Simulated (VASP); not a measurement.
Output of a VASP run:

### OUTCAR
```
 ion  position               nearest neighbor table
   1  0.000  0.000  0.250-   3 2.42   6 2.42   3 2.42   6 2.42   3 2.42   6 2.42
   2  0.000  0.000  0.750-   4 2.42   5 2.42   4 2.42   5 2.42   4 2.42   5 2.42
   3  0.333  0.667  0.368-   1 2.42   1 2.42   1 2.42
   4  0.667  0.333  0.632-   2 2.42   2 2.42   2 2.42
   5  0.667  0.333  0.868-   2 2.42   2 2.42   2 2.42
   6  0.333  0.667  0.132-   1 2.42   1 2.42   1 2.42
  LATTYP: Found a hexagonal cell.
 ALAT       =     3.2102760000
 C/A-ratio  =     4.1370838520
 Subroutine PRICEL returns:
 Original cell was already a primitive cell.
 Subroutine GETGRP returns: Found 24 space group operations
The static configuration has the point symmetry D_3d.
 The point group associated with its full space group is D_6h.
The dynamic configuration has the point symmetry D_3d.
 Subroutine INISYM returns: Found 24 space group operations
 Subroutine IBZKPT returns following result:
 Found     14 irreducible k-points:

 Following reciprocal coordinates:
            Coordinates               Weight
  0.000000  0.000000  0.000000      1.000000
  0.166667 -0.000000  0.000000      6.000000
  0.333333 -0.000000  0.000000      6.000000
  0.500000 -0.000000  0.000000      3.000000
  0.166667  0.166667  0.000000      6.000000
  0.333333  0.166667  0.000000     12.000000
  0.333333  0.333333  0.000000      2.000000
  0.000000  0.000000  0.500000      1.000000
  0.166667 -0.000000  0.500000      6.000000
  0.333333 -0.000000  0.500000      6.000000
  0.500000 -0.000000  0.500000      3.000000
  0.166667  0.166667  0.500000      6.000000
  0.333333  0.166667  0.500000     12.000000
  0.333333  0.333333  0.500000      2.000000
   k-points           NKPTS =     14   k-points in BZ     NKDIM =     14   number of bands    NBANDS=     31
   number of dos      NEDOS =    301   number of ions     NIONS =      6
   total plane-waves  NPLWV =  25920
   dimension x,y,z NGX =    18 NGY =   18 NGZ =   80
   dimension x,y,z NGXF=    36 NGYF=   36 NGZF=  160
   ions per type =               2   4
   PREC   = accura    normal or accurate (medium, high low for compatibility)
   ISTART =      0    job   : 0-new  1-cont  2-samecut
   ICHARG =      2    charge: 1-file 2-atom 10-const
   ISPIN  =      1    spin polarized calculation?
   LNONCOLLINEAR =      F non collinear calculations
   LSORBIT =      F    spin-orbit coupling
   INIWAV =      1    electr: 0-lowe 1-rand  2-diag
   ENCUT  =  300.0 eV  22.05 Ry    4.70 a.u.   4.53  4.53 18.76*2*pi/ulx,y,z
   NELM   =    100;   NELMIN=  2; NELMDL= -5     # of ELM steps
   EDIFF  = 0.1E-05   stopping-criterion for ELM
   LREAL  =      F    real-space projection
   NLSPLINE    = F    spline interpolate recip. space projectors
   LMAXMIX     =    4 max onsite mixed and CHGCAR
   VOSKOWN=      0    Vosko Wilk Nusair interpolation
   EDIFFG = 0.1E-04   stopping-criterion for IOM
   NSW    =      0    number of steps for IOM
   NBLOCK =      1;   KBLOCK =      1    inner block; outer block
   IBRION =     -1    ionic relax: 0-MD 1-quasi-New 2-CG
   NFREE  =      0    steps in history (QN), initial steepest desc. (CG)
   ISIF   =      2    stress and relaxation
   ISYM   =      2    0-nonsym 1-usesym 2-fastsym
   TEIN   =    0.0    initial temperature
   TEBEG  =    0.0;   TEEND  =   0.0 temperature during run
   SMASS  =  -3.00    Nose mass-parameter (am)
   PSTRESS=    0.0 pullay stress
   NELECT =      52.0000    total number of electrons
   EFERMI =   0.00;   METHOD = LEGACY
   ISMEAR =     0;   SIGMA  =   0.01  broadening in eV -4-tet -1-fermi 0-gaus
   IALGO  =     38    algorithm
   LDIAG  =      T    sub-space diagonalisation (order eigenvalues)
   IMIX   =      4    mixing-type and parameters
     AMIX     =   0.40;   BMIX     =  1.00
     AMIX_MAG =   1.60;   BMIX_MAG =  1.00
     AMIN     =   0.10
   GGA     = CA    functional components
   VOSKOWN =     0    Vosko Wilk Nusair interpolation
   LHFCALC =     F    Hartree Fock is set to
   LHFONE  =     F    Hartree Fock one center treatment
...
```

File OSZICAR:
```
       N       E                     dE             d eps       ncg     rms          rms(c)
DAV:   1     0.316078025687E+03    0.31608E+03   -0.22879E+04  1052   0.103E+03
DAV:   2    -0.319205393434E+02   -0.34800E+03   -0.33873E+03  1058   0.323E+02
DAV:   3    -0.513274833856E+02   -0.19407E+02   -0.19310E+02  1109   0.651E+01
DAV:   4    -0.517866532336E+02   -0.45917E+00   -0.45794E+00  1038   0.977E+00
DAV:   5    -0.517996426365E+02   -0.12989E-01   -0.12985E-01  1132   0.151E+00    0.327E+01
DAV:   6    -0.495378403217E+02    0.22618E+01   -0.25094E+01  1008   0.271E+01    0.122E+01
DAV:   7    -0.489791170749E+02    0.55872E+00   -0.99552E+00  1008   0.174E+01    0.802E+00
DAV:   8    -0.486532087932E+02    0.32591E+00   -0.14376E+00  1080   0.682E+00    0.241E+00
DAV:   9    -0.486616106172E+02   -0.84018E-02   -0.16182E-01  1181   0.172E+00    0.103E+00
DAV:  10    -0.486527155276E+02    0.88951E-02   -0.51241E-02  1056   0.130E+00    0.230E-01
DAV:  11    -0.486526943091E+02    0.21218E-04   -0.22146E-03  1070   0.255E-01    0.107E-01
DAV:  12    -0.486526576974E+02    0.36612E-04   -0.18825E-04  1046   0.650E-02    0.555E-02
DAV:  13    -0.486526387776E+02    0.18920E-04   -0.22164E-04  1172   0.784E-02    0.217E-02
DAV:  14    -0.486526368532E+02    0.19244E-05   -0.23917E-05  1063   0.296E-02    0.811E-03
DAV:  15    -0.486526369794E+02   -0.12611E-06   -0.12906E-06   770   0.661E-03
   1 F= -.48652637E+02 E0= -.48652637E+02  d E =-.120124E-62
```

File OUTCAR:
```
------------------------ aborting loop because EDIFF is reached ----------------------------------------
  FORCE on cell =-STRESS in cart. coord.  units (eV):
  Direction    XX          YY          ZZ          XY          YZ          ZX
  --------------------------------------------------------------------------------------
  Total       -6.8698411     -6.8698432     -5.5440396      0.0000000     -0.0000000      0.0000000
  in kB      -92.8549660    -92.8549948    -74.9350091      0.0000000     -0.0000000      0.0000000
  external PRESSURE =     -86.8816567 kB  Pullay stress =       0.0000000 kB
  volume of cell :      118.54
      direct lattice vectors                 reciprocal lattice vectors
     3.210276000  0.000000000  0.000000000     0.311499697  0.179844406  0.000000000
    -1.605138000  2.780181000  0.000000000     0.000000000  0.359688812  0.000000000
     0.000000000  0.000000000 13.281181000     0.000000000  0.000000000  0.075294509
 POSITION                                       TOTAL-FORCE (eV/Angst)
 -----------------------------------------------------------------------------------
      0.00000      0.00000      3.32030         0.000000      0.000000      0.000000
      0.00000      0.00000      9.96089        -0.000000     -0.000000      0.000000
     -0.00000      1.85345      4.88402         0.000000      0.000000     -0.666135
      1.60514      0.92673      8.39716        -0.000000      0.000000      0.666135
      1.60514      0.92673     11.52461        -0.000000      0.000000     -0.666135
     -0.00000      1.85345      1.75657        -0.000000      0.000000      0.666135
 -----------------------------------------------------------------------------------
    total drift:                                0.000000      0.000000      0.000000
  FREE ENERGIE OF THE ION-ELECTRON SYSTEM (eV)
  ---------------------------------------------------
  free  energy   TOTEN  =       -48.6526369794 eV

  energy  without entropy=      -48.6526369794  energy(sigma->0) =      -48.65263698
```
(Selected blocks of OUTCAR.)

**POSCAR**
```
MoS2
1
    3.2102760000     0.0000000000     0.0000000000
   -1.6051380000     2.7801810000     0.0000000000
    0.0000000000     0.0000000000    13.2811810000
Mo S
2 4
Direct
  0.0000000000   0.0000000000   0.2500000000
  0.0000000000   0.0000000000   0.7500000000
  0.3333330000   0.6666670000   0.3677400000
  0.6666670000   0.3333330000   0.6322600000
  0.6666670000   0.3333330000   0.8677400000
  0.3333330000   0.6666670000   0.1322600000
```

Problem. Write an INCAR and KPOINTS that could have produced this output.

Solution. This is not unique; one that fits is the input of the run itself, LDA (Ceperley-Alder, Perdew-Zunger), plane waves, VASP's LDA PAW potentials (set 64).

KPOINTS:
```
Automatic mesh
0
Gamma
6 6 2
0 0 0
```

### INCAR
```
SYSTEM = MoS2
PREC = Accurate; ENCUT = 300; LREAL = .False.
LASPH = .True.
EDIFF = 1E-6; NELM = 100; ALGO = Normal
LMAXMIX = 4
ISMEAR = 0; SIGMA = 0.01
ISIF = 2
LWAVE = .False.; LCHARG = .False.
```

POTCAR, in this order: Mo_sv S (LDA.64 set). Program: vasp_std.

At this cut-off the stress carries a Pulay error, which pulls relaxed volumes low.

The structure comes from a computed database's MoS2 entry; how it stands against other phases isn't given here. The cell was not relaxed at this level. The run is one of a series of settings (GGA removed, POTCAR Mo_sv S (LDA.64 set) against the base run), some of them coarse on purpose.
